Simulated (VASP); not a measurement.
HoO:

```
CELL_PARAMETERS angstrom
3.06403 0.00000 0.00000
-1.53202 2.65353 0.00000
0.00000 0.00000 2.99034
ATOMIC_POSITIONS crystal
Ho 0.00000 0.00000 0.00000
O 0.66667 0.33333 0.50000
```

The cell comes from a database or a generator and needn't be the stable form of this composition.

Base run:

```yaml
Program: VASP 6.6.1
Functional: r2SCAN
Potentials_or_basis: VASP PAW PBE potentials, release 64 (Ho, O)
Cutoff: 520 eV
k_mesh: 7 × 7 × 6
Occupations: gaussian, width 0.05 eV
Spin: collinear spin, ferromagnetic start
Starting_moments: "[4.0, 0.0] μB"
Hubbard_terms: Ho f U = 2 eV
```

Its results: band gap on the k mesh none (metal or under the smearing width); pressure 28.2 GPa; net moment 3.71 μB per cell; site moments Ho +3.76; O -0.03 μB.

Problem. The run is repeated on the same cell with these changes: hubbard terms from Ho f U = 2 eV to Ho f U = 4 eV; further incar settings from ALGO = Normal; EDIFF = 1e-07; NBANDS = 24 to ALGO = Normal; EDIFF = 1e-06; NBANDS = 24. What comes out?

Solution. Band gap on the k mesh none (metal or under the smearing width); pressure 33.2 GPa; net moment 4.82 μB per cell; site moments Ho +4.36; O +0.00 μB.

Caveats: the magnetic or orbital state may not be the lowest; a pressure of tens of GPa on the cell as given is suspect, and the run, the potentials or the cell itself is likely at fault; the PAW data sets were made with another functional, which shifts forces and pressure a little; spin-orbit coupling is left out, which moves the levels of the heavy elements.

Not every run made on this cell is shown here.
